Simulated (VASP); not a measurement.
Input for VASP

File POSCAR:
```
BBi
1.0
  3.0160000000   0.0000000000   0.0000000000
  0.0000000000   3.0160000000   0.0000000000
  0.0000000000   0.0000000000   3.0160000000
B Bi
1 1
Cart
  0.0000000000   0.0000000000   0.0000000000
  1.5080000000   1.5080000000   1.5080000000
```

### KPOINTS
```
Automatic mesh
0
Gamma
8 8 8
0 0 0
```

INCAR:
```
! general
SYSTEM  = BBi
PREC    = Accurate
ENCUT   = 520
LREAL   = F
LASPH   = T

! electronic loop
EDIFF   = 1E-6
NELM    = 100
ALGO    = Normal
LMAXMIX = 4

! smearing
ISMEAR  = 0
SIGMA   = 0.05

! functional
GGA     = PS

! ions
IBRION  = 2
NSW     = 60
ISIF    = 3
EDIFFG  = -0.01

! output
LWAVE   = F
LCHARG  = F
```

POTCAR, in this order: B Bi_d (PBE.64 set). Program: vasp_std.

**Question.** Translate this PBEsol calculation to Ansatz.

**Answer.** One equivalent input (not run):
Ansatz 0.2 input:
```yaml
crystal:
  lattice:
    - [3.0160000, 0.0000000, 0.0000000]
    - [0.0000000, 3.0160000, 0.0000000]
    - [0.0000000, 0.0000000, 3.0160000]
  atoms:
    - { symbol: B, position: [0.0000000, 0.0000000, 0.0000000] }
    - { symbol: Bi, position: [0.5000000, 0.5000000, 0.5000000] }
kpoints:
  mp_grid: { grid: [8, 8, 8] }
hamiltonian:
  xc: pbesol
  pseudopotentials: { kind: paw }
scf:
  occupations: { method: gaussian, width: 0.05 }
  max_iter: 100
relax:
  max_steps: 60
  f_tol: 0.01
  cell: {}
output: { forces: true, stress: true, eigenvalues: true }
```
Limits of the translation: each code has its own PAW files, so the cut-off isn't converted (ENCUT is set for VASP's; basis.ecutwfc is left out, and Ansatz then takes the one that its files recommend); Ansatz stops its SCF on the density residual and VASP on the energy change (EDIFF).

The structure was generated: BBi was put into the CsCl type type (Pm-3m), which need not be its known phase. This run relaxes it. Symmetry was kept, so distortions that lower it aren't found.
